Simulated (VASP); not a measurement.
Output of a VASP run:

### OSZICAR
```
       N       E                     dE             d eps       ncg     rms          rms(c)
DAV:   1     0.506876509897E+02    0.50688E+02   -0.87461E+03  1664   0.124E+03
DAV:   2    -0.494992640401E+01   -0.55638E+02   -0.54672E+02  1669   0.315E+02
DAV:   3    -0.824392617606E+01   -0.32940E+01   -0.30854E+01  2292   0.407E+01
DAV:   4    -0.837482053297E+01   -0.13089E+00   -0.12886E+00  2201   0.893E+00
DAV:   5    -0.838051004131E+01   -0.56895E-02   -0.56730E-02  2380   0.122E+00    0.236E+01
DAV:   6    -0.838368721511E+01   -0.31772E-02   -0.26176E-02  2561   0.155E+00    0.141E+01
DAV:   7    -0.839449281895E+01   -0.10806E-01   -0.50507E-02  2523   0.217E+00    0.249E-01
DAV:   8    -0.839430415594E+01    0.18866E-03   -0.26841E-03  2119   0.438E-01    0.629E-02
DAV:   9    -0.839433613607E+01   -0.31980E-04   -0.23315E-04  2246   0.141E-01    0.344E-02
DAV:  10    -0.839432835026E+01    0.77858E-05   -0.44008E-05  2293   0.521E-02    0.486E-02
DAV:  11    -0.839433011702E+01   -0.17668E-05   -0.64854E-06  2044   0.213E-02    0.140E-03
DAV:  12    -0.839433041117E+01   -0.29415E-06   -0.47304E-07  2261   0.664E-03    0.340E-03
DAV:  13    -0.839433026688E+01    0.14429E-06   -0.48063E-08  1277   0.190E-03    0.282E-04
DAV:  14    -0.839433026754E+01   -0.66188E-09   -0.81371E-09  1242   0.105E-03
   1 F= -.83943303E+01 E0= -.83936805E+01  d E =-.839433E+01
       N       E                     dE             d eps       ncg     rms          rms(c)
DAV:   1    -0.839593644173E+01   -0.16062E-02   -0.60327E-02  1674   0.186E+00    0.164E-01
DAV:   2    -0.839521583418E+01    0.72061E-03   -0.12477E-03  2199   0.375E-01    0.935E-02
DAV:   3    -0.839485729933E+01    0.35853E-03   -0.42255E-04  2107   0.176E-01    0.425E-02
DAV:   4    -0.839486166625E+01   -0.43669E-05   -0.87891E-05  2405   0.724E-02    0.242E-02
DAV:   5    -0.839486208079E+01   -0.41454E-06   -0.19498E-06  2210   0.113E-02    0.974E-03
DAV:   6    -0.839486189970E+01    0.18109E-06   -0.32514E-07  2015   0.503E-03    0.170E-03
DAV:   7    -0.839486186325E+01    0.36458E-07   -0.34327E-08  1012   0.200E-03
   2 F= -.83948619E+01 E0= -.83942549E+01  d E =-.531596E-03
       N       E                     dE             d eps       ncg     rms          rms(c)
DAV:   1    -0.839551155667E+01   -0.64966E-03   -0.29965E-02  1664   0.131E+00    0.115E-01
DAV:   2    -0.839515148031E+01    0.36008E-03   -0.62046E-04  2184   0.264E-01    0.665E-02
DAV:   3    -0.839497249359E+01    0.17899E-03   -0.21142E-04  2107   0.125E-01    0.308E-02
DAV:   4    -0.839497478866E+01   -0.22951E-05   -0.43989E-05  2390   0.512E-02    0.173E-02
DAV:   5    -0.839497497087E+01   -0.18221E-06   -0.97040E-07  2142   0.797E-03    0.709E-03
DAV:   6    -0.839497484449E+01    0.12638E-06   -0.16470E-07  1634   0.362E-03    0.117E-03
DAV:   7    -0.839497481951E+01    0.24971E-07   -0.21160E-08   982   0.161E-03
   3 F= -.83949748E+01 E0= -.83943775E+01  d E =-.644552E-03
```

### OUTCAR
```
------------------------ aborting loop because EDIFF is reached ----------------------------------------
  FORCE on cell =-STRESS in cart. coord.  units (eV):
  Direction    XX          YY          ZZ          XY          YZ          ZX
  --------------------------------------------------------------------------------------
  Total        0.0286709      0.0286709      0.0312801      0.0000000      0.0000000     -0.0000000
  in kB        0.6889368      0.6889367      0.7516348      0.0000000      0.0000000     -0.0000000
  external PRESSURE =       0.7098361 kB  Pullay stress =       0.0000000 kB
  volume of cell :       66.68
      direct lattice vectors                 reciprocal lattice vectors
     1.835460048 -3.179109844  0.000000000     0.272411269 -0.157276730  0.000000000
     1.835460048  3.179109844  0.000000000     0.272411269  0.157276730  0.000000000
    -0.000000000  0.000000000  5.713361471    -0.000000000  0.000000000  0.175028310
 POSITION                                       TOTAL-FORCE (eV/Angst)
 -----------------------------------------------------------------------------------
      1.83546      1.05971      1.42834         0.000000     -0.000000      0.000000
      1.83546     -1.05971      4.28502        -0.000000      0.000000      0.000000
 -----------------------------------------------------------------------------------
    total drift:                                0.000000      0.000106     -0.000011
  FREE ENERGIE OF THE ION-ELECTRON SYSTEM (eV)
  ---------------------------------------------------
  free  energy   TOTEN  =        -8.3949748195 eV

  energy  without entropy=       -8.3931827948  energy(sigma->0) =       -8.39437748

 reached required accuracy - stopping structural energy minimisation
```
(Selected blocks of OUTCAR.)

POSCAR:
```
Dy
1
    1.8409061176    -3.1885427127     0.0000000000
    1.8409061176     3.1885427127     0.0000000000
    0.0000000000     0.0000000000     5.6796070735
Dy
2
Direct
  0.3333330000   0.6666670000   0.2500000000
  0.6666670000   0.3333330000   0.7500000000
```

### Question
Reconstruct the remaining input files.

### Answer
One answer among several that fit: the input of the run itself, RPBE GGA, plane waves, VASP's PBE PAW potentials (set 64).

File KPOINTS:
```
Automatic mesh
0
Gamma
11 11 7
0 0 0
```

**INCAR**
```
SYSTEM=Dy
PREC=Accurate; ENCUT=520; LREAL=F
LASPH=T
EDIFF=1E-7; NELM=100; ALGO=Normal
LMAXMIX=6
ISMEAR=1; SIGMA=0.1
GGA=RP
IBRION=2; NSW=30; ISIF=4
EDIFFG=-0.01
LWAVE=F; LCHARG=F
```

POTCAR, in this order: Dy_3 (PBE.64 set). Program: vasp_std.

The 4f electrons are frozen in the core of the lanthanide potential, so 4f levels, which can set the real gap, and their magnetism are missing.

The compound is Dy in the hcp structure. This run relaxes it. Symmetry was kept, so distortions that lower it aren't found.
